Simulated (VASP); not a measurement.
```
CELL_PARAMETERS angstrom
      0.00000     2.12000     2.12000
      2.12000     0.00000     2.12000
      2.12000     2.12000     0.00000
ATOMIC_POSITIONS crystal
  Ti 0.00000 0.00000 0.00000
  N  0.50000 0.50000 0.50000
```

These are PBE GGA, VASP's PBE PAW potentials (set 64) (plane waves; VASP) values and carry that method's errors. Run with 400 eV cut-off, 18×18×18 Γ-centred mesh, Fermi-Dirac smearing of 0.10 eV, potentials Ti_sv N.

At this cut-off the stress carries a Pulay error, which pulls relaxed volumes low.

Problem. Give the stress tensor in GPa (positive for a compressed cell).

Solution. 
```
-2.53   0.00   0.00
 0.00  -2.53   0.00
 0.00   0.00  -2.53
```
The pressure is its mean diagonal, -2.53 GPa.

The structure is a typed TiN crystal. The cell was not relaxed at this level. The electron count is odd and the run is not spin-polarised, which forces a metal.
